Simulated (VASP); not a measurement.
The system is Bi.

```xyz
2
Lattice="2.2675 1.3091 3.9380 -2.2675 1.3091 3.9380 0.0000 -2.6183 3.9380" Properties=species:S:1:pos:R:3 pbc="T T T"
Bi    0.0000    0.0000    2.7645
Bi    0.0000    0.0000    9.0495
```

```yaml
Program: VASP 6.6.1
Task: relaxation of cell and atoms
Functional: PBE
Potentials_or_basis: VASP PAW PBE potentials, release 64 (Bi_d)
Cutoff: 600 eV
k_mesh: 12 × 12 × 12
Occupations: methfessel-paxton, width 0.1 eV
Spin: no spin polarisation
```

At the start: pressure 2.2 GPa; volume 35.07 Å³/atom.

**Question.** Where does the relaxation end?

**Answer.** Over 10 steps the energy falls by 11.3 meV/atom and the volume is 36.81 Å³/atom (+5.0 %); space group R-3m (No. 166, to 0.05 Å).

Step by step:
```csv
step,energy change (eV),largest force (eV/Å),pressure (GPa),volume (Å³)
1,0.0000,0.2291,2.20,70.14
2,-0.0140,0.1522,-1.14,75.14
3,-0.0217,0.0168,0.01,73.20
4,-0.0217,0.0235,-0.03,73.26
5,-0.0220,0.0249,-0.03,73.31
6,-0.0225,0.0321,-0.04,73.46
7,-0.0225,0.0342,-0.03,73.50
8,-0.0226,0.0051,0.08,73.41
9,-0.0226,0.0101,0.07,73.41
10,-0.0227,0.0010,-0.01,73.63
```

Final structure:
```cif
data_structure
_symmetry_space_group_name_H-M 'P 1'
_symmetry_Int_Tables_number 1
_cell_length_a 4.8340
_cell_length_b 4.8340
_cell_length_c 4.8340
_cell_angle_alpha 56.616
_cell_angle_beta 56.616
_cell_angle_gamma 56.616
_cell_volume 73.63
loop_
_atom_site_label
_atom_site_type_symbol
_atom_site_fract_x
_atom_site_fract_y
_atom_site_fract_z
_atom_site_occupancy
Bi1 Bi 0.23385 0.23385 0.23385 1
Bi2 Bi 0.76615 0.76615 0.76615 1
```
